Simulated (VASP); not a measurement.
All values below come from PBEsol GGA, VASP's PBE PAW potentials (set 64) (plane waves; VASP 6.6.1).

Input for VASP

KPOINTS:
```
Regular mesh
0
G
7 7 8
0 0 0
```

### POSCAR
```
DyHg2
1
    4.8923660165    -0.0000000000    -0.0000000000
   -2.4461830082     4.2369128676    -0.0000000000
   -0.0000000000    -0.0000000000     3.2878069604
Dy Hg
1 2
Direct
  0.0000000000   0.0000000000   0.0000000000
  0.3333330000   0.6666670000   0.5000000000
  0.6666670000   0.3333330000   0.5000000000
```

**INCAR**
```
SYSTEM = DyHg2
PREC = Accurate
ENCUT = 400
EDIFF = 1E-6
NELM = 100
ALGO = Normal
LREAL = .FALSE.
LASPH = .TRUE.
ISMEAR = 1
SIGMA = 0.1
GGA = PS
LMAXMIX = 6
LWAVE = .FALSE.
LCHARG = .FALSE.
IBRION = 2
ISIF = 3
NSW = 60
EDIFFG = -0.02
```

POTCAR, in this order: Dy_3 Hg (PBE.64 set). Program: vasp_std.

What VASP printed:

File OSZICAR:
```
       N       E                     dE             d eps       ncg     rms          rms(c)
DAV:   1     0.212367747711E+03    0.21237E+03   -0.13646E+04  1624   0.128E+03
DAV:   2     0.322618707959E+01   -0.20914E+03   -0.20180E+03  1628   0.405E+02
DAV:   3    -0.817627614665E+01   -0.11402E+02   -0.10797E+02  1992   0.779E+01
DAV:   4    -0.850292295316E+01   -0.32665E+00   -0.32556E+00  1820   0.139E+01
DAV:   5    -0.851052175100E+01   -0.75988E-02   -0.75944E-02  1896   0.196E+00    0.239E+01
DAV:   6    -0.767312907181E+01    0.83739E+00   -0.34280E+00  2004   0.168E+01    0.134E+01
DAV:   7    -0.764472594821E+01    0.28403E-01   -0.19582E-01  1856   0.389E+00    0.508E+00
DAV:   8    -0.763746709749E+01    0.72589E-02   -0.15853E-02  2084   0.932E-01    0.511E-01
DAV:   9    -0.763741213907E+01    0.54958E-04   -0.86682E-04  1788   0.231E-01    0.112E-01
DAV:  10    -0.763740357812E+01    0.85610E-05   -0.11919E-04  1956   0.818E-02    0.616E-02
DAV:  11    -0.763741548818E+01   -0.11910E-04   -0.37092E-05  2136   0.428E-02    0.258E-02
DAV:  12    -0.763741466532E+01    0.82286E-06   -0.14767E-06  1348   0.855E-03
   1 F= -.76374147E+01 E0= -.76369568E+01  d E =-.763741E+01
       N       E                     dE             d eps       ncg     rms          rms(c)
DAV:   1    -0.771582876376E+01   -0.78413E-01   -0.29791E+00  1612   0.133E+01    0.136E+00
DAV:   2    -0.766826956693E+01    0.47559E-01   -0.63424E-02  1804   0.249E+00    0.659E-01
DAV:   3    -0.765190567168E+01    0.16364E-01   -0.21151E-02  1652   0.101E+00    0.301E-01
DAV:   4    -0.765016980234E+01    0.17359E-02   -0.42023E-03  1880   0.503E-01    0.138E-01
DAV:   5    -0.765015927525E+01    0.10527E-04   -0.22064E-04  1876   0.130E-01    0.501E-02
DAV:   6    -0.765015786793E+01    0.14073E-05   -0.36918E-05  1972   0.533E-02    0.155E-02
DAV:   7    -0.765015715354E+01    0.71439E-06   -0.32212E-06  1556   0.178E-02
   2 F= -.76501572E+01 E0= -.76501184E+01  d E =-.127425E-01
       N       E                     dE             d eps       ncg     rms          rms(c)
DAV:   1    -0.767943434942E+01   -0.29276E-01   -0.12226E+00  1604   0.854E+00    0.875E-01
DAV:   2    -0.766018323553E+01    0.19251E-01   -0.24579E-02  1812   0.155E+00    0.408E-01
DAV:   3    -0.765328930277E+01    0.68939E-02   -0.96270E-03  1636   0.675E-01    0.172E-01
DAV:   4    -0.765273278095E+01    0.55652E-03   -0.15844E-03  1888   0.321E-01    0.862E-02
DAV:   5    -0.765272605577E+01    0.67252E-05   -0.93196E-05  1864   0.884E-02    0.321E-02
DAV:   6    -0.765272475009E+01    0.13057E-05   -0.17330E-05  1968   0.388E-02    0.957E-03
DAV:   7    -0.765272456604E+01    0.18405E-06   -0.89973E-07   936   0.924E-03
   3 F= -.76527246E+01 E0= -.76529474E+01  d E =-.153099E-01
       N       E                     dE             d eps       ncg     rms          rms(c)
DAV:   1    -0.766392363218E+01   -0.11199E-01   -0.22634E-01  1616   0.500E+00    0.841E-01
DAV:   2    -0.765371690234E+01    0.10207E-01   -0.32971E-02  1660   0.204E+00    0.275E-01
DAV:   3    -0.765291728615E+01    0.79962E-03   -0.21353E-03  1696   0.381E-01    0.217E-01
DAV:   4    -0.765272763385E+01    0.18965E-03   -0.60581E-04  2140   0.170E-01    0.482E-02
DAV:   5    -0.765270618976E+01    0.21444E-04   -0.91112E-05  1740   0.887E-02    0.298E-02
DAV:   6    -0.765270530797E+01    0.88179E-06   -0.15242E-05  1704   0.430E-02    0.122E-02
DAV:   7    -0.765270398687E+01    0.13211E-05   -0.45097E-06  1740   0.204E-02    0.169E-03
DAV:   8    -0.765270388321E+01    0.10366E-06   -0.34961E-07   832   0.563E-03
   4 F= -.76527039E+01 E0= -.76529317E+01  d E =0.206828E-04
       N       E                     dE             d eps       ncg     rms          rms(c)
DAV:   1    -0.765594289086E+01   -0.32389E-02   -0.61904E-02  1616   0.261E+00    0.433E-01
DAV:   2    -0.765311894378E+01    0.28239E-02   -0.92089E-03  1660   0.108E+00    0.139E-01
DAV:   3    -0.765290746986E+01    0.21147E-03   -0.58806E-04  1692   0.198E-01    0.109E-01
DAV:   4    -0.765286403847E+01    0.43431E-04   -0.17132E-04  2148   0.900E-02    0.250E-02
DAV:   5    -0.765285948686E+01    0.45516E-05   -0.26277E-05  1764   0.471E-02    0.162E-02
DAV:   6    -0.765286051307E+01   -0.10262E-05   -0.44811E-06  1628   0.232E-02    0.661E-03
DAV:   7    -0.765286047174E+01    0.41333E-07   -0.11325E-06   844   0.108E-02
   5 F= -.76528605E+01 E0= -.76530859E+01  d E =-.135906E-03
```

File OUTCAR:
```
------------------------ aborting loop because EDIFF is reached ----------------------------------------
  FORCE on cell =-STRESS in cart. coord.  units (eV):
  Direction    XX          YY          ZZ          XY          YZ          ZX
  --------------------------------------------------------------------------------------
  Total        0.0051241      0.0051241      0.0005028      0.0000000     -0.0000000      0.0000000
  in kB        0.1195593      0.1195592      0.0117312      0.0000000     -0.0000000      0.0000000
  external PRESSURE =       0.0836166 kB  Pullay stress =       0.0000000 kB
  volume of cell :       68.67
      direct lattice vectors                 reciprocal lattice vectors
     4.851283632 -0.000000000  0.000000000     0.206131011  0.119009805  0.000000000
    -2.425641816  4.201334489  0.000000000     0.000000000  0.238019611  0.000000000
     0.000000000 -0.000000000  3.368971305    -0.000000000 -0.000000000  0.296826512
 POSITION                                       TOTAL-FORCE (eV/Angst)
 -----------------------------------------------------------------------------------
     -2.42564      4.20133      0.00000        -0.000000      0.000000      0.000000
     -0.00000      2.80089      1.68449         0.000000     -0.000000      0.000000
      2.42564      1.40044      1.68449        -0.000000      0.000000     -0.000000
 -----------------------------------------------------------------------------------
    total drift:                                0.000000     -0.000000      0.000000
  FREE ENERGIE OF THE ION-ELECTRON SYSTEM (eV)
  ---------------------------------------------------
  free  energy   TOTEN  =        -7.6528604717 eV

  energy  without entropy=       -7.6535366228  energy(sigma->0) =       -7.65308586

 reached required accuracy - stopping structural energy minimisation
```
(Selected blocks of OUTCAR.)

File CONTCAR:
```
DyHg2
   1.00000000000000
     4.8512836324884017   -0.0000000000004863    0.0000000000000000
    -2.4256418161950419    4.2013344891751325    0.0000000000000000
     0.0000000000000000   -0.0000000000000000    3.3689713054180705
  Dy              Hg
     1     2
Direct
     0.0000000000000000    1.0000000000000000    0.0000000000000000
     0.3333330000000032    0.6666669999999968    0.5000000000000000
     0.6666669999999968    0.3333330000000032    0.5000000000000000
```

The 4f electrons are frozen in the core of the lanthanide potential, so 4f levels, which can set the real gap, and their magnetism are missing.

The structure comes from a measured DyHg2 entry (P6/mmm) of the Crystallography Open Database, whose conditions weren't checked. This run relaxes it. Symmetry was kept, so distortions that lower it aren't found. The start is the result of an earlier pass. The electron count is odd and the run is not spin-polarised, which forces a metal.
